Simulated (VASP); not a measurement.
Calculation: PBEsol GGA, VASP's PBE PAW potentials (set 64) (plane waves; VASP).

VASP input:

**INCAR**
```
# general
SYSTEM   =  HfMo2
PREC     =  Accurate
ENCUT    =  300
LREAL    =  .FALSE.
LASPH    =  .TRUE.

# electronic loop
EDIFF    =  1E-6
NELM     =  100
ALGO     =  Normal
LMAXMIX  =  6

# smearing
ISMEAR   =  0
SIGMA    =  0.05

# functional
GGA      =  PS

# ions
ISIF     =  2

# output
LWAVE    =  .FALSE.
LCHARG   =  .FALSE.
```

**POSCAR**
```
HfMo2
7.550
  0.0000000000   0.5000000000   0.5000000000
  0.5000000000   0.0000000000   0.5000000000
  0.5000000000   0.5000000000   0.0000000000
Mo Hf
4 2
Cartesian
  0.6250000000   0.6250000000   0.6250000000
  0.6250000000   0.3750000000   0.3750000000
  0.3750000000   0.3750000000   0.6250000000
  0.3750000000   0.6250000000   0.3750000000
  0.0000000000   0.0000000000   0.0000000000
  0.2500000000   0.2500000000   0.2500000000
```

### KPOINTS
```
Automatic mesh
0
Gamma
7 7 7
0 0 0
```

POTCAR, in this order: Mo_sv Hf_pv (PBE.64 set). Program: vasp_std.

Task: What will the output report for the number of irreducible k-points (NKPTS), largest plane-wave count, number of space-group operations, FFT grid (NGX, NGY, NGZ)?

Result: 
```json
{
 "number of irreducible k-points (NKPTS)": "20",
 "largest_plane_wave_count": "1283",
 "number_of_space_group_operations": "48",
 "FFT grid (NGX, NGY, NGZ)": "30 × 30 × 30"
}
```

The structure comes from a measured HfMo2 entry of the Crystallography Open Database, whose conditions weren't checked. The cell was not relaxed at this level.
